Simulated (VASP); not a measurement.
# ZnPt (P4/mmm) in VASP: single point with LDA

Aim: the single point of ZnPt with LDA.

Everything below comes from runs of VASP 6.6.1. Logs are shortened: lines on timing, memory, paths and dates and some standing lists are left out, and cuts for length are marked.

## Step 1: The structure

It takes space group P4/mmm (No. 123, tetragonal). The conventional cell has a = 2.864 Å, b = 2.864 Å, c = 3.510 Å, α = 90.00°, β = 90.00°, γ = 90.00°. Zn (site symmetry 4/mmm) has 8 Pt at 2.68 Å and 4 Zn at 2.86 Å as nearest neighbours. Around Pt (site symmetry 4/mmm) lie 8 Zn at 2.68 Å and 4 Pt at 2.86 Å.

## Step 2: Single point, LDA

File INCAR:

```
SYSTEM = ZnPt
PREC = Accurate ; ENCUT = 520
EDIFF = 1E-7 ; ISMEAR = 0
SIGMA = 0.15 ; LREAL = .False.
LASPH = .True. ; NELM = 100
ALGO = Fast ; ISIF = 2
LWAVE = .False. ; LCHARG = .False.
GGA = CA ; NBANDS = 18
```

File KPOINTS:

```
Automatic mesh
0
Gamma
  16 16 14
  0 0 0
```

File POSCAR:

```
ZnPt
1.0
    2.8640000000      0.0000000000      0.0000000000
    0.0000000000      2.8640000000      0.0000000000
    0.0000000000      0.0000000000      3.5100000000
Zn Pt
1 1
Direct
    0.5000000000      0.5000000000      0.5000000000
    0.0000000000      0.0000000000      0.0000000000
```

Potentials or basis: VASP PAW LDA potentials, release 64 (Zn, Pt).

The run is started by

```sh
$ cat potpaw_LDA.64/Zn/POTCAR potpaw_LDA.64/Pt/POTCAR > POTCAR
$ mpirun -np 1 vasp_std > vasp.out
```

OUTCAR:

```text
SYSTEM = ZnPt
   PREC = Accurate
   ENCUT = 520
   EDIFF = 1E-7
   ISMEAR = 0
   LREAL = .False.
   LASPH = .True.
   NELM = 100
   ISIF = 2
   GGA = CA

 ion  position               nearest neighbor table
   1  0.500  0.500  0.500-   2 2.68   2 2.68   2 2.68   2 2.68   2 2.68   2 2.68   2 2.68   2 2.68

   2  0.000  0.000  0.000-   1 2.68   1 2.68   1 2.68   1 2.68   1 2.68   1 2.68   1 2.68   1 2.68

  LATTYP: Found a simple tetragonal cell.
 ALAT       =     2.8640000000
 C/A-ratio  =     1.2255586592

  Lattice vectors:

 A1 = (   2.8640000000,   0.0000000000,   0.0000000000)
 A2 = (   0.0000000000,   2.8640000000,   0.0000000000)
 A3 = (   0.0000000000,   0.0000000000,   3.5100000000)

Analysis of symmetry for initial positions (statically):
=====================================================================
 Subroutine PRICEL returns:
 Original cell was already a primitive cell.

 Routine SETGRP: Setting up the symmetry group for a
 simple tetragonal supercell.

 Subroutine GETGRP returns: Found 16 space group operations
 (whereof 16 operations were pure point group operations)
 out of a pool of 16 trial point group operations.

The static configuration has the point symmetry D_4h.

Analysis of symmetry for dynamics (positions and initial velocities):
=====================================================================
 Subroutine PRICEL returns:
 Original cell was already a primitive cell.

 Routine SETGRP: Setting up the symmetry group for a
 simple tetragonal supercell.

 Subroutine GETGRP returns: Found 16 space group operations
 (whereof 16 operations were pure point group operations)
 out of a pool of 16 trial point group operations.

The dynamic configuration has the point symmetry D_4h.

 Subroutine INISYM returns: Found 16 space group operations
 (whereof 16 operations are pure point group operations),
 and found     1 'primitive' translations

----------------------------------------------------------------------------------------

                                     Primitive cell

  volume of cell :      28.7908

  direct lattice vectors                    reciprocal lattice vectors
     2.864000000  0.000000000  0.000000000     0.349162011  0.000000000  0.000000000
     0.000000000  2.864000000  0.000000000     0.000000000  0.349162011  0.000000000
     0.000000000  0.000000000  3.510000000     0.000000000  0.000000000  0.284900285

  length of vectors
     2.864000000  2.864000000  3.510000000     0.349162011  0.349162011  0.284900285

  position of ions in fractional coordinates (direct lattice)
     0.500000000  0.500000000  0.500000000
     0.000000000  0.000000000  0.000000000

  ion indices of the primitive-cell ions
   primitive index   ion index
                 1           1
                 2           2

----------------------------------------------------------------------------------------

 KPOINTS: Automatic mesh

Automatic generation of k-mesh.
 Grid dimensions read from file:
 generate k-points for:   16   16   14

 Generating k-lattice:

  Cartesian coordinates                     Fractional coordinates (reciprocal lattice)
     0.021822626  0.000000000  0.000000000     0.062500000  0.000000000  0.000000000
     0.000000000  0.021822626  0.000000000     0.000000000  0.062500000  0.000000000
     0.000000000  0.000000000  0.020350020     0.000000000  0.000000000  0.071428571

  Length of vectors
     0.021822626  0.021822626  0.020350020

  Shift w.r.t. Gamma in fractional coordinates (k-lattice)
     0.000000000  0.000000000  0.000000000

 Subroutine IBZKPT returns following result:
 ===========================================

 Found    360 irreducible k-points:

 Following reciprocal coordinates:
            Coordinates               Weight
  0.000000  0.000000  0.000000      1.000000
  0.062500  0.000000  0.000000      4.000000
  0.125000  0.000000  0.000000      4.000000
  0.187500  0.000000  0.000000      4.000000
  0.250000  0.000000  0.000000      4.000000
  0.312500  0.000000  0.000000      4.000000
[... 16 lines left out ...]
  0.437500  0.125000  0.000000      8.000000
  0.500000  0.125000  0.000000      4.000000
 [... further k-points ...]
   k-points           NKPTS =    360   k-points in BZ     NKDIM =    360   number of bands    NBANDS=     18
   number of dos      NEDOS =    301   number of ions     NIONS =      2
   total plane-waves  NPLWV =  16128
   dimension x,y,z NGX =    24 NGY =   24 NGZ =   28
   dimension x,y,z NGXF=    48 NGYF=   48 NGZF=   56
   ions per type =               1   1
   NGX,Y,Z   is equivalent  to a cutoff of  13.93, 13.93, 13.26 a.u.
   NGXF,Y,Z  is equivalent  to a cutoff of  27.86, 27.86, 26.52 a.u.
 SYSTEM =  ZnPt
   PREC   = accura    normal or accurate (medium, high low for compatibility)
   ISTART =      0    job   : 0-new  1-cont  2-samecut
   ICHARG =      2    charge: 1-file 2-atom 10-const
   ISPIN  =      1    spin polarized calculation?
   LNONCOLLINEAR =      F non collinear calculations
   LSORBIT =      F    spin-orbit coupling
   LASPH  =      T    aspherical Exc in radial PAW
   ENCUT  =  520.0 eV  38.22 Ry    6.18 a.u.   5.33  5.33  6.53*2*pi/ulx,y,z
   NELM   =    100;   NELMIN=  2; NELMDL= -5     # of ELM steps
   EDIFF  = 0.1E-06   stopping-criterion for ELM
   LREAL  =      F    real-space projection
   EDIFFG = 0.1E-05   stopping-criterion for IOM
   NSW    =      0    number of steps for IOM
   IBRION =     -1    ionic relax: 0-MD 1-quasi-New 2-CG
   NFREE  =      0    steps in history (QN), initial steepest desc. (CG)
   ISIF   =      2    stress and relaxation
   ISYM   =      2    0-nonsym 1-usesym 2-fastsym
   POTIM  = 0.5000    time-step for ionic-motion
   TEBEG  =    0.0;   TEEND  =   0.0 temperature during run
   PSTRESS=    0.0 pullay stress
   NELECT =      22.0000    total number of electrons
   NUPDOWN=      -1.0000    fix difference up-down
   EMIN   =  10.00;   EMAX   =-10.00  energy-range for DOS
   EFERMI =   0.00;   METHOD = LEGACY
   ISMEAR =     0;   SIGMA  =   0.15  broadening in eV -4-tet -1-fermi 0-gaus
   EFERMI_NEDOS =   21; number of points for ismear=-14 and -15
   IALGO  =     68    algorithm
   IMIX   =      4    mixing-type and parameters
     AMIX     =   0.40;   BMIX     =  1.00
     AMIX_MAG =   1.60;   BMIX_MAG =  1.00
  volume/ion in A,a.u.               =      14.40        97.14
  Fermi-wavevector in a.u.,A,eV,Ry     =   1.496688  2.828331 30.478080  2.240076
  Thomas-Fermi vector in A             =   2.608673
   LORBIT       =      0    0 simple, 1 ext, 2 COOP (PROOUT), +10 PAW based schemes
   GGA     = CA    functional components
   LHFCALC =     F    Hartree Fock is set to
   AEXX    =    0.0000 exact exchange contribution
   IVDW    =     0    specifies the selected vdW correction
   LEPSILON=     F    determine dielectric tensor
   LRPA    =     F    only Hartree local field effects (RPA)
 non-spin polarized calculation
 RMM-DIIS sequential band-by-band and
 Gauss-broadening in eV      SIGMA  =   0.15
  energy-cutoff  :      520.00
  volume of cell :       28.79
 maximum number of plane-waves:       797
 NGX is ok and might be reduce to    24
   NGX = 11   NGY = 11   NGZ = 13

 number of electron      22.0000007 magnetization

 Free energy of the ion-electron system (eV)
  ---------------------------------------------------
  ext. energy  EPLUGINS =         0.00000000
  ---------------------------------------------------
  free energy    TOTEN  =       -10.48743479 eV

  energy without entropy =      -10.48285407  energy(sigma->0) =      -10.48514443

 E-fermi :   7.2022     XC(G=0): -13.1011

 val. band max:        7.1790557031   @ k =   0.4375   0.4375   0.1429
 cond. band min:       7.2568149317   @ k =   0.2500   0.2500   0.5000
 fundamental gap:      0.0777592286
 Fermi energy:         7.2022208324

 k-point     1 :       0.0000    0.0000    0.0000
  band No.  band energies     occupation
      1      -3.1685      2.00000
      2      -0.5637      2.00000
      3      -0.5235      2.00000
      4       0.2078      2.00000
      5       0.2078      2.00000
      6       0.4340      2.00000
[... 10 lines left out ...]
     17      22.7881      0.00000
     18      24.6691      0.00000

 k-point     2 :       0.0625    0.0000    0.0000
  band No.  band energies     occupation
      1      -3.0822      2.00000
      2      -0.5395      2.00000
      3      -0.5010      2.00000
      4       0.1999      2.00000
      5       0.2146      2.00000
      6       0.4263      2.00000
[... 10 lines left out ...]
     17      23.3162      0.00000
     18      24.7214      0.00000

 k-point     3 :       0.1250    0.0000    0.0000
  band No.  band energies     occupation
      1      -2.8274      2.00000
      2      -0.4838      2.00000
      3      -0.4246      2.00000
      4       0.1776      2.00000
      5       0.2340      2.00000
      6       0.4043      2.00000
[... 10 lines left out ...]
     17      24.7729      0.00000
     18      24.9306      0.00000

 k-point     4 :       0.1875    0.0000    0.0000
  band No.  band energies     occupation
      1      -2.4160      2.00000
      2      -0.4111      2.00000
      3      -0.3006      2.00000
      4       0.1451      2.00000
      5       0.2632      2.00000
      6       0.3718      2.00000
[... 10 lines left out ...]
     17      24.4462      0.00000
     18      26.3753      0.00000

 k-point     5 :       0.2500    0.0000    0.0000
  band No.  band energies     occupation
      1      -1.8697      2.00000
      2      -0.3254      2.00000
      3      -0.1534      2.00000
      4       0.1082      2.00000
      5       0.2980      2.00000
      6       0.3340      2.00000
[... 10 lines left out ...]
     17      23.4759      0.00000
     18      25.6965      0.00000

 k-point     6 :       0.3125    0.0000    0.0000
  band No.  band energies     occupation
      1      -1.2273      2.00000
      2      -0.2335      2.00000
      3      -0.0018      2.00000
      4       0.0730      2.00000
      5       0.2969      2.00000
      6       0.3333      2.00000
[... 10 lines left out ...]
     17      22.1552      0.00000
     18      24.4988      0.00000

 k-point     7 :       0.3750    0.0000    0.0000
  band No.  band energies     occupation
      1      -0.5864      2.00000
      2      -0.1294      2.00000
      3       0.0446      2.00000
      4       0.1606      2.00000
      5       0.2658      2.00000
      6       0.3635      2.00000
[... 10 lines left out ...]
     17      20.7465      0.00000
     18      23.1712      0.00000

 k-point     8 :       0.4375    0.0000    0.0000
  band No.  band energies     occupation
      1      -0.2433      2.00000
      2       0.0254      2.00000
      3       0.0265      2.00000
      4       0.2453      2.00000
      5       0.3838      2.00000
      6       0.4449      2.00000
[... 10 lines left out ...]
     17      21.2137      0.00000
     18      22.1939      0.00000
[... 229 lines left out ...]
     17      24.8199      0.00000
     18      25.8857      0.00000

 k-point    20 :       0.2500    0.1250    0.0000
  band No.  band energies     occupation
      1      -1.5791      2.00000
      2      -0.2378      2.00000
      3      -0.1251      2.00000
      4       0.0441      2.00000
      5       0.2672      2.00000
      6       0.3290      2.00000
[... 10 lines left out ...]
     17      23.5475      0.00000
     18      25.1156      0.00000

 k-point    21 :       0.3125    0.1250    0.0000
  band No.  band energies     occupation
      1      -0.9964      2.00000
      2      -0.1575      2.00000
      3      -0.0149      2.00000
      4       0.0078      2.00000
      5       0.2606      2.00000
      6       0.3658      2.00000
[... 10 lines left out ...]
     17      22.1132      0.00000
     18      23.5287      0.00000

 k-point    22 :       0.3750    0.1250    0.0000
  band No.  band energies     occupation
      1      -0.4775      2.00000
      2      -0.0833      2.00000
      3      -0.0188      2.00000
      4       0.0320      2.00000
      5       0.2479      2.00000
      6       0.5744      2.00000
[... 10 lines left out ...]
     17      21.0182      0.00000
     18      22.5617      0.00000

 k-point    23 :       0.4375    0.1250    0.0000
  band No.  band energies     occupation
      1      -0.1813      2.00000
      2      -0.0343      2.00000
      3      -0.0321      2.00000
      4       0.0225      2.00000
      5       0.2352      2.00000
      6       1.0105      2.00000
[... 10 lines left out ...]
     17      19.7391      0.00000
     18      22.2378      0.00000

 k-point    24 :       0.5000    0.1250    0.0000
  band No.  band energies     occupation
      1      -0.0670      2.00000
      2      -0.0494      2.00000
      3      -0.0392      2.00000
      4       0.0164      2.00000
      5       0.2299      2.00000
      6       1.3080      2.00000
[... 10 lines left out ...]
     17      18.9062      0.00000
     18      22.1678      0.00000

 [... further k-points ...]

------------------------ aborting loop because EDIFF is reached ----------------------------------------

  FORCE on cell =-STRESS in cart. coord.  units (eV):
  Direction    XX          YY          ZZ          XY          YZ          ZX
  --------------------------------------------------------------------------------------
  -------------------------------------------------------------------------------------
  Total       -1.8051124     -1.8051124     -1.7878212      0.0000000      0.0000000      0.0000000
  in kB     -100.4527180   -100.4527180    -99.4904790      0.0000000      0.0000000      0.0000000
  external PRESSURE =    -100.1319717 kB  Pullay stress =       0.0000000 kB

 VOLUME and BASIS-vectors are now :
 -----------------------------------------------------------------------------
  energy-cutoff  :      520.00
  volume of cell :       28.79
      direct lattice vectors                 reciprocal lattice vectors
     2.864000000  0.000000000  0.000000000     0.349162011  0.000000000  0.000000000
     0.000000000  2.864000000  0.000000000     0.000000000  0.349162011  0.000000000
     0.000000000  0.000000000  3.510000000     0.000000000  0.000000000  0.284900285

 POSITION                                       TOTAL-FORCE (eV/Angst)
 -----------------------------------------------------------------------------------
      1.43200      1.43200      1.75500         0.000000      0.000000      0.000000
      0.00000      0.00000      0.00000         0.000000      0.000000      0.000000
 -----------------------------------------------------------------------------------
    total drift:                                0.000000      0.000000     -0.000000

  FREE ENERGIE OF THE ION-ELECTRON SYSTEM (eV)
  ---------------------------------------------------
  free  energy   TOTEN  =       -10.4874347900 eV

  energy  without entropy=      -10.4828540683  energy(sigma->0) =      -10.48514443
```

It took 66 s on 1 thread of Intel Xeon 6975P-C (Granite Rapids), shared host; peak memory 0.29 GiB.

What came out:

| Property | Result |
| --- | --- |
| Free energy | -10.4874 eV |
| Pressure | -10.0 GPa |
| Band gap on the k mesh | none (metal or under the smearing width) |

Stress tensor (GPa, compression positive):
```
-10.05   0.00   0.00
  0.00 -10.05   0.00
  0.00   0.00  -9.95
```

Levels at points of the mesh, in eV from the Fermi level:
| k point | band 7 | band 8 | band 9 | band 10 | band 11 | band 12 | band 13 | band 14 | band 15 | band 16 |
| --- | --- | --- | --- | --- | --- | --- | --- | --- | --- | --- |
| (0.00, 0.00, 0.00) | -4.59 | -3.97 | -1.50 | -1.50 | -0.92 | 2.43 | 8.32 | 8.32 | 8.84 | 15.23 |
| (0.50, 0.00, 0.00) | -4.24 | -4.23 | -4.17 | -2.61 | -1.59 | 1.16 | 9.12 | 9.75 | 11.36 | 12.40 |
| (0.50, 0.50, 0.00) | -2.58 | -2.55 | -2.55 | -0.37 | -0.37 | 0.17 | 5.08 | 5.47 | 9.00 | 11.86 |
| (0.00, 0.00, 0.50) | -5.96 | -4.91 | -2.39 | -2.39 | -1.89 | -0.98 | 12.44 | 13.61 | 13.61 | 14.01 |
| (0.50, 0.00, 0.50) | -4.20 | -2.07 | -1.84 | -1.57 | -1.27 | -1.19 | 3.08 | 4.14 | 13.41 | 15.32 |
| (0.50, 0.50, 0.50) | -5.06 | -5.06 | -1.26 | 0.19 | 2.60 | 5.16 | 5.16 | 5.57 | 7.00 | 7.00 |
